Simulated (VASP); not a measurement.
Input for VASP

File KPOINTS:
```
Automatic mesh
0
Gamma
7 7 7
0 0 0
```

### POSCAR
```
ZnSe
1.0
  0.0000000000   2.8960658378   2.8960658378
  2.8960658378   0.0000000000   2.8960658378
  2.8960658378   2.8960658378   0.0000000000
Zn Se
1 1
direct
  0.0000000000   0.0000000000   0.0000000000
  0.2500000000   0.2500000000   0.2500000000
```

INCAR:
```
SIGMA = 0.05   ! width (eV)
ISMEAR = 0   ! Gaussian
NSW = 60
IBRION = 2   ! conjugate gradients
ISIF = 3
SYSTEM = ZnSe
EDIFFG = -0.01
ENCUT = 520
EDIFF = 1E-6   ! SCF stop (eV)
ALGO = Normal   ! blocked Davidson
LMAXMIX = 4   ! l cut-off of mixed one-centre charges
GGA = RE   ! revPBE
NELM = 100   ! most electronic steps
LWAVE = .False.
PREC = Accurate
LASPH = .True.   ! aspherical one-centre terms
LREAL = .False.   ! projection in real space or not
LCHARG = .False.
```

POTCAR, in this order: Zn Se (PBE.64 set). Program: vasp_std.

Question: Write an equivalent input for Ansatz.

Answer: One equivalent input (not run):
Ansatz 0.2 input:
```yaml
crystal:
  lattice:
    - [0.0000000, 2.8960658, 2.8960658]
    - [2.8960658, 0.0000000, 2.8960658]
    - [2.8960658, 2.8960658, 0.0000000]
  atoms:
    - { symbol: Zn, position: [0.0000000, 0.0000000, 0.0000000] }
    - { symbol: Se, position: [0.2500000, 0.2500000, 0.2500000] }
kpoints:
  mp_grid: { grid: [7, 7, 7] }
hamiltonian:
  xc: revpbe
  pseudopotentials: { kind: paw }
scf:
  occupations: { method: gaussian, width: 0.05 }
  max_iter: 100
relax:
  max_steps: 60
  f_tol: 0.01
  cell: {}
output: { forces: true, stress: true, eigenvalues: true }
```
Limits of the translation: each code has its own PAW files, so the cut-off isn't converted (ENCUT is set for VASP's; basis.ecutwfc is left out, and Ansatz then takes the one that its files recommend); Ansatz stops its SCF on the density residual and VASP on the energy change (EDIFF).

The compound is ZnSe in the zinc blende structure. It was relaxed first, which changed the volume by +7 %. The start is the result of an earlier pass.
